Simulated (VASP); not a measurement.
Output of a VASP run:

### OSZICAR
```
       N       E                     dE             d eps       ncg     rms          rms(c)
DAV:   1     0.348004059478E+03    0.34800E+03   -0.22869E+04  5984   0.288E+03
DAV:   2     0.550854044339E+02   -0.29292E+03   -0.28154E+03  5868   0.484E+02
DAV:   3     0.242579168593E+02   -0.30827E+02   -0.29160E+02  6178   0.203E+02
DAV:   4     0.232704731422E+02   -0.98744E+00   -0.98283E+00  6568   0.435E+01
DAV:   5     0.232260874660E+02   -0.44386E-01   -0.44339E-01  8898   0.832E+00    0.228E+01
DAV:   6    -0.122681872119E+02   -0.35494E+02   -0.55555E+01  5824   0.661E+01    0.181E+01
DAV:   7    -0.122263572632E+02    0.41830E-01   -0.93139E+00  6758   0.673E+01    0.143E+01
DAV:   8    -0.114040975730E+02    0.82226E+00   -0.44378E+00  7178   0.446E+01    0.821E+00
DAV:   9    -0.113732211127E+02    0.30876E-01   -0.49976E-01  6886   0.123E+01    0.204E+00
DAV:  10    -0.113601466568E+02    0.13074E-01   -0.16495E-01  6312   0.589E+00    0.103E+00
DAV:  11    -0.113587641419E+02    0.13825E-02   -0.11104E-02  7220   0.273E+00    0.336E-01
DAV:  12    -0.113587986811E+02   -0.34539E-04   -0.39966E-03  6246   0.874E-01    0.253E-01
DAV:  13    -0.113585834565E+02    0.21522E-03   -0.66927E-04  7072   0.760E-01    0.998E-02
DAV:  14    -0.113585441336E+02    0.39323E-04   -0.19039E-04  9126   0.141E-01    0.628E-02
DAV:  15    -0.113585178925E+02    0.26241E-04   -0.14471E-04  6660   0.220E-01    0.260E-02
DAV:  16    -0.113585184916E+02   -0.59904E-06   -0.13607E-05  6568   0.457E-02    0.158E-02
DAV:  17    -0.113585158842E+02    0.26074E-05   -0.11646E-06  8136   0.262E-02    0.702E-03
DAV:  18    -0.113585193723E+02   -0.34881E-05   -0.62793E-07  6368   0.131E-02    0.168E-03
DAV:  19    -0.113585203283E+02   -0.95608E-06   -0.10405E-07  3314   0.423E-03    0.788E-04
DAV:  20    -0.113585206381E+02   -0.30974E-06   -0.26043E-08  3118   0.215E-03    0.582E-04
DAV:  21    -0.113585210608E+02   -0.42275E-06   -0.15438E-08  3088   0.182E-03    0.299E-04
DAV:  22    -0.113585208706E+02    0.19025E-06   -0.32798E-09  3068   0.934E-04    0.217E-04
DAV:  23    -0.113585208238E+02    0.46713E-07   -0.88588E-10  3046   0.260E-04
   1 F= -.11358521E+02 E0= -.11358521E+02  d E =0.000000E+00  mag=     4.8099
       N       E                     dE             ncg
       N       E                     dE             ncg
```

### OUTCAR
```
------------------------ aborting loop because EDIFF is reached ----------------------------------------
  FORCE on cell =-STRESS in cart. coord.  units (eV):
  Direction    XX          YY          ZZ          XY          YZ          ZX
  --------------------------------------------------------------------------------------
  Total       -0.1347761     -0.1347761     -0.1347761      0.0000000     -0.0000000      0.0000000
  in kB       -5.0774610     -5.0774610     -5.0774610      0.0000000     -0.0000000      0.0000000
  external PRESSURE =      -5.0774610 kB  Pullay stress =       0.0000000 kB
  volume of cell :       42.53
      direct lattice vectors                 reciprocal lattice vectors
     3.490536951  0.000000000  0.000000000     0.286488874  0.000000000  0.000000000
     0.000000000  3.490536951  0.000000000     0.000000000  0.286488874  0.000000000
     0.000000000  0.000000000  3.490536951     0.000000000  0.000000000  0.286488874
 POSITION                                       TOTAL-FORCE (eV/Angst)
 -----------------------------------------------------------------------------------
      0.00000      0.00000      0.00000         0.000000      0.000000      0.000000
      0.00000      1.74527      1.74527         0.000000      0.000000      0.000000
      1.74527      0.00000      1.74527         0.000000      0.000000      0.000000
      1.74527      1.74527      0.00000         0.000000      0.000000      0.000000
 -----------------------------------------------------------------------------------
    total drift:                               -0.000000      0.000000      0.000000
  FREE ENERGIE OF THE ION-ELECTRON SYSTEM (eV)
  ---------------------------------------------------
  free  energy   TOTEN  =       -11.3585208238 eV

  energy  without entropy=      -11.3585208238  energy(sigma->0) =      -11.35852082

 total charge

# of ion       s       p       d       tot
------------------------------------------
    1        0.493   0.550   6.093   7.137
    2        0.515   0.559   8.329   9.402
    3        0.515   0.559   8.329   9.402
    4        0.515   0.559   8.329   9.402
--------------------------------------------------
tot          2.037   2.226  31.080  35.343

 magnetization (x)

# of ion       s       p       d       tot
------------------------------------------
    1        0.002  -0.007   2.902   2.897
    2       -0.017  -0.047   0.696   0.632
    3       -0.017  -0.047   0.696   0.632
    4       -0.017  -0.047   0.696   0.632
--------------------------------------------------
tot         -0.050  -0.147   4.991   4.793

 Electric field gradients after diagonalization (V/A^2)
 (convention: |V_zz| > |V_xx| > |V_yy|)
----------------------------------------------------------------------
 ion       V_xx      V_yy      V_zz     asymmetry (V_yy - V_xx)/ V_zz
----------------------------------------------------------------------
   1       0.000     0.000    -0.000       0.107
   2      -2.791    -2.791     5.583       0.000
   3      -2.791    -2.791     5.583       0.000
   4      -2.791    -2.791     5.583       0.000
```
(Selected blocks of OUTCAR.)

File POSCAR:
```
Ni3Fe
1
    3.4905369507     0.0000000000     0.0000000000
    0.0000000000     3.4905369507     0.0000000000
    0.0000000000     0.0000000000     3.4905369507
Fe Ni
1 3
Direct
  0.0000000000   0.0000000000   0.0000000000
  0.0000000000   0.5000000000   0.5000000000
  0.5000000000   0.0000000000   0.5000000000
  0.5000000000   0.5000000000   0.0000000000
```

**Question.** Reconstruct the remaining input files.

**Answer.** This is not unique; one that fits is the input of the run itself, revTPSS meta-GGA, plane waves, VASP's PBE PAW potentials (set 64).

KPOINTS:
```
K-points
0
G
  10 10 10
0 0 0
```

KPOINTS_OPT:
```
k-points along high-symmetry lines
10
Line-mode
Reciprocal
  0.000000   0.000000   0.000000 ! GAMMA
  0.000000   0.500000   0.000000 ! X

  0.000000   0.500000   0.000000 ! X
  0.500000   0.500000   0.000000 ! M

  0.500000   0.500000   0.000000 ! M
  0.000000   0.000000   0.000000 ! GAMMA

  0.000000   0.000000   0.000000 ! GAMMA
  0.500000   0.500000   0.500000 ! R

  0.500000   0.500000   0.500000 ! R
  0.000000   0.500000   0.000000 ! X

  0.500000   0.500000   0.500000 ! R
  0.500000   0.500000   0.000000 ! M
```

**INCAR**
```
ALGO = Normal
EDIFF = 1E-7
ENCUT = 520
ISIF = 2
ISMEAR = -5
ISPIN = 2
LASPH = .True.
LCHARG = .False.
LEFG = .True.
LMAXMIX = 4
LMIXTAU = .True.
LORBIT = 11
LREAL = .False.
LWAVE = .False.
MAGMOM = 2.9 3*0.7
METAGGA = RTPSS
NEDOS = 601
NELM = 100
PREC = Accurate
SYSTEM = Ni3Fe
```

POTCAR, in this order: Fe Ni (PBE.64 set). Program: vasp_std.

For a metal the tetrahedron method with Blöchl corrections gives inexact stress and forces.

The compound is Ni3Fe in the L1_2 structure. It was relaxed first.
